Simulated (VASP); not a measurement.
A run of VASP 6.6.1:

File INCAR:

```
SYSTEM = MnIn11As12
ALGO = Normal
EDIFF = 1E-5
ENCUT = 350
GGA = PS
ISIF = 2
ISMEAR = 0
ISPIN = 2
ISYM = 0
KPAR = 2
LASPH = .TRUE.
LCHARG = .FALSE.
LDAU = .TRUE.
LDAUJ = 0 0 0
LDAUL = 2 -1 -1
LDAUPRINT = 1
LDAUTYPE = 2
LDAUU = 3.5 0 0
LMAXMIX = 4
LORBIT = 11
LREAL = Auto
LWAVE = .FALSE.
MAGMOM = 2 0 0 0 0 0 0 0 0 0 0 0 0 0 0 0 0 0 0 0 0 0 0 0
NELM = 120
PREC = Accurate
SIGMA = 0.03
```

The input KPOINTS:

```
k-points
0
G
  2 2 2
  0 0 0
```

File POSCAR:

```
MnIn11As12                              
1.0
    0.0000000000      9.0870000000      9.0870000000
    6.0580000000      0.0000000000      6.0580000000
    6.0580000000      6.0580000000      0.0000000000
  Mn              In              As            
     1    11    12
Direct
     0.0008969422211931    0.0007395117716602    0.9994948036153082
     0.0004917169128393    0.9995660033640139    0.5007679333801714
     0.0009819245543049    0.4999677909334548    0.9995181028267052
     0.0002865227767489    0.5006349014086956    0.4987205452357735
     0.3343794526154434    0.9976290731672161    0.9985568774272454
     0.3317581296600011    0.9997319957611788    0.5009912901968777
     0.3320187758579257    0.5039543539129034    0.9981860117601161
     0.3335754422296450    0.4992170422309375    0.5002768191861414
     0.6677322100322364    0.0013802562195787    0.0020926101921206
     0.6683894488512340    0.0000751984085574    0.4984746351604398
     0.6696812527899868    0.4967263939622704    0.9998846924213630
     0.6677674726461017    0.4998052254820116    0.4999540358580226
     0.0820227642372011    0.1197782684665312    0.1206065912953868
     0.0809039474896837    0.1214872867125849    0.6371498871833314
     0.0810453890171844    0.6387663580435146    0.1196900749681616
     0.0845605941765153    0.6243333303058979    0.6239869890815246
     0.4152756036993264    0.1272375282301476    0.1247183809067815
     0.4178453038271950    0.1241407867049639    0.6228019671967989
     0.4188536065266479    0.6219884014125339    0.1249844471517141
     0.4177174963207895    0.6247732255513121    0.6233003108305859
     0.7622792322088970    0.1188750847951739    0.1205159897442681
     0.7504893661472346    0.1253796399927915    0.6258183811525531
     0.7509629007544472    0.6249962613669156    0.1254187094640904
     0.7509685044472133    0.6246140817951348    0.6244979137645356
```

Potentials or basis: VASP PAW PBE potentials, release 64 (Mn_pv, In_d, As).

The run is started by

```bash
$ cat potpaw_PBE.64/Mn_pv/POTCAR potpaw_PBE.64/In_d/POTCAR potpaw_PBE.64/As/POTCAR > POTCAR
$ mpirun -np 4 vasp_std > vasp.out
```

Hardware: 4 MPI ranks on Intel(R) Xeon(R) 6975P-C (Granite Rapids) (shared host).

Estimate the wall time of this run.

Wall time 5.4 min on 4 MPI ranks on Intel(R) Xeon(R) 6975P-C (Granite Rapids), on a shared host, peak memory 0.61 GiB a rank. Counts: scf iterations 17, k points 8.
